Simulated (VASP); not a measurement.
# H12CO5 in VASP: notebook, part 2 of 2

VASP 6.6.1. The steps go on from the part before.

**3. Single point, PBE+D3(BJ)**

INCAR

```
ALGO     = Normal         # electronic algorithm
EDIFF    = 1E-7           # SCF threshold, eV
ENCUT    = 520            # plane-wave cutoff, eV
GGA      = PE             # functional
ISIF     = 2              # what is computed and relaxed
ISMEAR   = -1             # smearing method
IVDW     = 12             # dispersion correction
LASPH    = True           # aspherical terms in the spheres
LCHARG   = False          # write CHGCAR
LREAL    = Auto         
LWAVE    = False          # write WAVECAR
NBANDS   = 38             # bands
NELM     = 100            # most SCF steps
PREC     = Accurate       # precision mode
SIGMA    = 0.02           # smearing width, eV
```

KPOINTS

```
k-points
0
Gamma
  1 1 1
```

POSCAR

```
H12CO5
1.0
    5.5211310000      0.0000000000      0.0000000000
    0.0000000000      5.5211310000      0.0000000000
    0.0000000000      0.0000000000      5.5211310000
O H C
5 12 1
Direct
    0.8544263847      0.8835870766      0.9163158780
   -0.0600782702      0.1872261317      0.2970043638
    0.5282975535      0.5933566872      0.2887814109
    0.1574858485      0.5232442411      0.9655630341
    0.3321420919     -0.1509473331      0.6465704219
    0.8594978094      1.0133793239      1.0443150144
    0.9706706832      0.9260059216      0.7919210756
   -0.2017340288      0.2732048923      0.3588576326
    0.0299938545      0.3054990001      0.2152819776
    0.5886837316      0.7321507133      0.1820279215
    0.3863338870      0.5307427047      0.1991439797
    0.2716834649      0.6330768098      0.8733898906
    0.0342321166      0.6578362296      0.9843273054
    0.2532995504      0.2199187087      0.6822696292
    0.4175774855     -0.2560888340      0.5257256167
    0.5867094985      0.1514363633      0.6245097245
    0.3557061044      0.1472162135      0.3813349113
    0.3937780140      0.1038736447      0.5859487848
```

Potentials or basis: VASP PAW PBE potentials, release 64 (O, H, C).

Launch:

```
> cat potpaw_PBE.64/O/POTCAR potpaw_PBE.64/H/POTCAR potpaw_PBE.64/C/POTCAR > POTCAR
> mpirun -np 1 vasp_gam > vasp.out
```

OUTCAR:

```text
EDIFF = 1E-7
   ENCUT = 520
   GGA = PE
   ISIF = 2
   ISMEAR = -1
   IVDW = 12
   LASPH = True
   LREAL = Auto
   NELM = 100
   PREC = Accurate
 IVDW          = 12

 ion  position               nearest neighbor table
   1  0.854  0.884  0.916-   7 0.97   6 1.01
   2  0.940  0.187  0.297-   9 0.94   8 0.98
   3  0.528  0.593  0.289-  11 0.99  10 1.02
   4  0.157  0.523  0.966-  12 1.01  13 1.01
[... 262 lines left out ...]
  -------------------------------------------------------------------------------------
  Total      -0.32713    -3.76669    -1.39571    -0.07248     1.01294     0.42911
  in kB      -3.11417   -35.85802   -13.28683    -0.68997     9.64296     4.08506
  external pressure =      -17.42 kB  Pullay stress =        0.00 kB

 VOLUME and BASIS-vectors are now :
 -----------------------------------------------------------------------------
  energy-cutoff  :      520.00
  volume of cell :      168.30
      direct lattice vectors                 reciprocal lattice vectors
     5.521131000  0.000000000  0.000000000     0.181122310  0.000000000  0.000000000
     0.000000000  5.521131000  0.000000000     0.000000000  0.181122310  0.000000000
     0.000000000  0.000000000  5.521131000     0.000000000  0.000000000  0.181122310

 POSITION                                       TOTAL-FORCE (eV/Angst)
 -----------------------------------------------------------------------------------
      4.71740      4.87840      5.05910        -0.493896      0.238172      0.782170
      5.18943      1.03370      1.63980        -1.673632     -1.623226      1.055738
      2.91680      3.27600      1.59440         0.994851      1.327460     -0.732978
      0.86950      2.88890      5.33100         0.600388      0.980085      0.058203
      1.83380      4.68773      3.56980         0.319560      1.424486     -0.272306
      4.74540      0.07387      0.24467         0.399211     -0.255480     -0.318078
[... 10 lines left out ...]
      1.96390      0.81280      2.10540         0.465220     -0.791211      1.564602
      2.17410      0.57350      3.23510        -1.102761      0.201473     -1.127127
 -----------------------------------------------------------------------------------
    total drift:                               -0.004053      0.012935     -0.000142

  FREE ENERGIE OF THE ION-ELECTRON SYSTEM (eV)
  ---------------------------------------------------
  free  energy   TOTEN  =       -89.0491252909 eV

  energy  without entropy=      -89.0491252909  energy(sigma->0) =      -89.04912529
```

OSZICAR:

```text
N       E                     dE             d eps       ncg     rms          rms(c)
DAV:   1     0.316283188643E+03    0.31628E+03   -0.25217E+04    76   0.111E+03
DAV:   2    -0.655089576884E+02   -0.38179E+03   -0.36554E+03   104   0.266E+02
DAV:   3    -0.958846543150E+02   -0.30376E+02   -0.30107E+02    96   0.788E+01
DAV:   4    -0.963082073673E+02   -0.42355E+00   -0.42314E+00    96   0.105E+01
DAV:   5    -0.963129607182E+02   -0.47534E-02   -0.47516E-02    96   0.109E+00    0.172E+01
DAV:   6    -0.888276263238E+02    0.74853E+01   -0.19279E+01    96   0.224E+01    0.698E+00
DAV:   7    -0.885074093763E+02    0.32022E+00   -0.11470E+00    96   0.504E+00    0.424E+00
DAV:   8    -0.883795840585E+02    0.12783E+00   -0.33748E-01    96   0.374E+00    0.614E-01
DAV:   9    -0.883764202997E+02    0.31638E-02   -0.48892E-02    88   0.129E+00    0.273E-01
DAV:  10    -0.883794218609E+02   -0.30016E-02   -0.89748E-03    88   0.469E-01    0.161E-01
DAV:  11    -0.883793220754E+02    0.99786E-04   -0.16681E-03    88   0.257E-01    0.725E-02
DAV:  12    -0.883793462286E+02   -0.24153E-04   -0.41150E-04    88   0.113E-01    0.201E-02
DAV:  13    -0.883793400831E+02    0.61456E-05   -0.43639E-05    88   0.371E-02    0.816E-03
DAV:  14    -0.883793376171E+02    0.24660E-05   -0.43214E-06    96   0.148E-02    0.321E-03
DAV:  15    -0.883793375531E+02    0.64005E-07   -0.13594E-06    88   0.596E-03    0.131E-03
DAV:  16    -0.883793375561E+02   -0.30818E-08   -0.20468E-07    88   0.328E-03
   1 F= -.89049125E+02 E0= -.89049125E+02  d E =-.102804E-11
```

Run time: 10 s. Hardware: 1 thread of AMD EPYC 9R45 (Zen 5), shared host; peak memory 0.2 GiB.

Results:

```yaml
Free_energy: -89.0491 eV
Pressure: -1.7 GPa
Largest_force: 2.559 eV/Å
Band_gap_on_the_k_mesh: 4.69 eV, direct
Dispersion_energy_per_atom: -0.037 eV
```

Forces in eV/Å, atoms in the order of the input:
```
O   -0.494  0.238  0.782
O   -1.674 -1.623  1.056
O    0.995  1.327 -0.733
O    0.600  0.980  0.058
O    0.320  1.424 -0.272
H    0.399 -0.255 -0.318
H    0.203  0.235 -0.391
H   -0.070  0.158 -0.146
H    1.260  1.714 -1.274
H   -0.458 -1.555  0.850
H   -0.229  0.198 -0.312
H   -0.202 -0.781  0.046
H   -0.425 -0.608  0.194
H    1.259 -0.556 -0.277
H   -0.110  0.051 -0.066
H   -0.737 -0.358  0.366
H    0.465 -0.791  1.565
C   -1.103  0.201 -1.127
```

Stress tensor (GPa, compression positive):
```
-0.31 -0.07  0.41
-0.07 -3.59  0.96
 0.41  0.96 -1.33
```

**4. Single point, PBE+D3(BJ)**

INCAR

```
PREC = Accurate
ENCUT = 520
EDIFF = 1E-6
ISMEAR = -1
SIGMA = 0.02
LREAL = Auto
LASPH = True
NELM = 60
ALGO = Normal
ISIF = 2
LWAVE = False
LCHARG = False
GGA = PE
IVDW = 12
NBANDS = 38
```

KPOINTS

```
regular mesh
0
Gamma
  1 1 1
```

POSCAR

```
H12CO5
1.0
    5.5211310000      0.0000000000      0.0000000000
    0.0000000000      5.5211310000      0.0000000000
    0.0000000000      0.0000000000      5.5211310000
O H C
5 12 1
Direct
    0.8976783923      0.8903248266      0.9155370521
   -0.0278928357      0.1835131244      0.2922770715
    0.5585812037      0.6142400896      0.2764107571
    0.1713417052      0.5387483108      1.0122744778
    0.3424298391     -0.1207180196      0.6500479702
    0.9210793948      1.0202438595      1.0447315958
    0.9829145514      0.9438102447      0.7812891960
   -0.1416738708      0.3152433804      0.3229591908
    0.1138715962      0.2790732551      0.2239577362
    0.6012173955      0.7421486648      0.1579024298
    0.3926007189      0.5574220210      0.2202266166
    0.2968413537      0.6114326938      0.9083464964
    0.0278022746      0.6511165919      1.0049027998
    0.3092301197      0.2553462325      0.6276974772
    0.4097892262     -0.2408745599      0.5262146470
    0.6077377987      0.1539539634      0.6185326883
    0.4331902286      0.1132738926      0.3596002341
    0.4260540096      0.1061195614      0.5624753334
```

Launch:

```
> cat potpaw_PBE.64/O/POTCAR potpaw_PBE.64/H/POTCAR potpaw_PBE.64/C/POTCAR > POTCAR
> mpirun -np 1 vasp_gam > vasp.out
```

Wall time 10 s (1 thread of AMD EPYC 9R45 (Zen 5), shared host); peak memory 0.2 GiB.

It converged, with:

* Free energy: -89.1357 eV
* Pressure: -0.1 GPa
* Largest force: 3.550 eV/Å
* Band gap on the k mesh: 4.60 eV, direct
* Dispersion energy per atom: -0.037 eV

Forces in eV/Å, atoms in the order of the input:
```
O   -1.958  0.016  2.961
O    0.954  0.811 -0.414
O   -0.375  0.123 -0.074
O    0.677 -0.888  0.217
O    0.244 -0.639 -0.760
H   -0.167 -0.537 -0.311
H    1.517  0.614 -2.403
H   -0.427  0.007 -0.064
H   -1.116 -0.671  0.261
H    0.010 -0.465  0.321
H    0.715  0.415 -0.089
H   -0.686  0.146 -0.049
H    0.403  0.443 -0.431
H   -0.135 -0.357 -0.041
H   -0.169  0.544  0.717
H    0.620 -0.345  0.477
H   -0.237 -0.152  0.342
C    0.130  0.933 -0.660
```

Stress tensor (GPa, compression positive):
```
 0.78 -0.54  1.01
-0.54 -1.77 -0.63
 1.01 -0.63  0.73
```

Levels at points of the mesh, in eV from the valence-band top:
| k point | band 20 | band 21 | band 22 | band 23 | band 24 | band 25 | band 26 | band 27 |
| --- | --- | --- | --- | --- | --- | --- | --- | --- |
| (0.00, 0.00, 0.00) | -1.01 | -0.94 | -0.65 | 0.00 | 4.60 | 7.60 | 8.18 | 8.56 |

As with any semilocal functional, this PBE gap is likely too small.

**5. Single point, PBE+D3(BJ)**

INCAR

```
PREC = Accurate ; ENCUT = 520
EDIFF = 1E-6 ; ISMEAR = -1
SIGMA = 0.02 ; LREAL = Auto
LASPH = T ; NELM = 80
ALGO = Fast ; ISIF = 2
LWAVE = F ; LCHARG = F
GGA = PE ; IVDW = 12
NBANDS = 38
```

KPOINTS is that of step 4.

POSCAR

```
H12CO5
1.0
    5.5211310000      0.0000000000      0.0000000000
    0.0000000000      5.5211310000      0.0000000000
    0.0000000000      0.0000000000      5.5211310000
O H C
5 12 1
Direct
    0.8887852869      0.8968995664      0.9578472237
   -0.0009599482      0.2022955079      0.3080709369
    0.5811852680      0.5999314271      0.2925849794
    0.1793473113      0.5502495775      1.0238300812
    0.3257122499     -0.0959404876      0.6355400732
    0.9282156138      1.0313466571      1.0818978937
    0.9511275860      0.9766114950      0.8145613643
   -0.1500236093      0.3018584417      0.3303852055
    0.0879892182      0.3305301033      0.2156804466
    0.6758397872      0.7247790353      0.2025309669
    0.4214716151      0.5936102585      0.2085804521
    0.2897413592      0.5826161343      0.8785518764
    0.0477438409      0.6780675916      0.9895436279
    0.4110027456      0.2682602532      0.6127911111
    0.4017111711     -0.2408564477      0.5704809395
    0.6609515333      0.0926802860      0.5864015905
    0.4680743855      0.1361858648      0.3442229500
    0.4636368889      0.1004685453      0.5332784170
```

Launch:

```
> cat potpaw_PBE.64/O/POTCAR potpaw_PBE.64/H/POTCAR potpaw_PBE.64/C/POTCAR > POTCAR
> mpirun -np 1 vasp_gam > vasp.out
```

It took 10 s on 1 thread of AMD EPYC 9R45 (Zen 5), shared host; peak memory 0.22 GiB.

Results (log left out):

| Item | Value |
| --- | --- |
| Free energy | -89.1330 eV |
| Pressure | -0.4 GPa |
| Largest force | 2.638 eV/Å |
| Band gap on the k mesh | 4.63 eV, direct |
| Dispersion energy per atom | -0.037 eV |

Forces on the atoms (eV/Å):
```
O   -0.233  1.034  0.638
O   -0.898  1.365 -0.393
O    0.598  0.536 -0.111
O    1.219  0.363 -1.929
O    0.114  1.154 -0.269
H   -0.105 -0.764  0.269
H    0.131 -0.304 -0.803
H    0.103 -0.575  0.165
H    0.384 -0.500 -0.119
H   -0.552 -0.632  0.287
H    0.128  0.023 -0.090
H   -1.102 -0.544  1.634
H    0.237  0.120  0.412
H   -0.934  0.848  0.706
H    0.349 -0.511 -0.595
H   -0.653 -0.533  0.004
H   -0.628 -0.574 -1.628
C    1.842 -0.505  1.820
```

Stress tensor (GPa, compression positive):
```
-1.18 -1.84  1.09
-1.84 -1.68  1.51
 1.09  1.51  1.67
```

Levels at points of the mesh, in eV from the valence-band top:
| k point | band 21 | band 22 | band 23 | band 24 | band 25 | band 26 |
| --- | --- | --- | --- | --- | --- | --- |
| (0.00, 0.00, 0.00) | -0.78 | -0.72 | 0.00 | 4.63 | 7.62 | 8.28 |
